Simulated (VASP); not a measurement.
Input:

```xyz
3
Lattice="-1.6074 1.6074 3.9010 1.6074 -1.6074 3.9010 1.6074 1.6074 -3.9010" Properties=species:S:1:pos:R:3 pbc="T T T"
Si     0.0000     0.0000     2.6136
Si     0.0000     0.0000     5.1884
W      0.0000     0.0000     0.0000
```

These are LDA (Ceperley-Alder, Perdew-Zunger), VASP's LDA PAW potentials (set 64) (plane waves; VASP) values and carry that method's errors. Numerical set-up: 300 eV cut-off, 10×10×10 Γ-centred mesh shifted by (0.5, 0.5, 0.5), Gaussian smearing of 0.27 eV, potentials Si W_sv.

At this cut-off the stress carries a Pulay error, which pulls relaxed volumes low. Energy and stress use the plane-wave basis of the starting cell.

**Question.** The ions, cell shape and volume are relaxed. What does this cell relax into?

**Answer.** 
```xyz
3
Lattice="-1.5934 1.5934 3.8888 1.5934 -1.5934 3.8888 1.5934 1.5934 -3.8888" Properties=species:S:1:pos:R:3 pbc="T T T"
Si     0.0000     0.0000     2.6022
Si     0.0000     0.0000     5.1754
W      0.0000     0.0000     0.0000
```
Space group I4/mmm (139), at a tolerance of 0.03 Å.

**Question.** How do energy and volume change from the first to the last step?

**Answer.** The energy (σ→0) changes by -4.5 meV/atom and the volume by -2.0 %, in 7 ionic steps.

The structure comes from a computed database's Si2W entry; how it stands against other phases isn't given here. This run relaxes it. Symmetry was kept, so distortions that lower it aren't found. The run is one of a series of settings (EDIFFG = -0.01, GGA removed, IBRION = 2, ISIF = 3, NSW = 50, POTCAR Si W_sv (LDA.64 set) against the base run), some of them coarse on purpose.
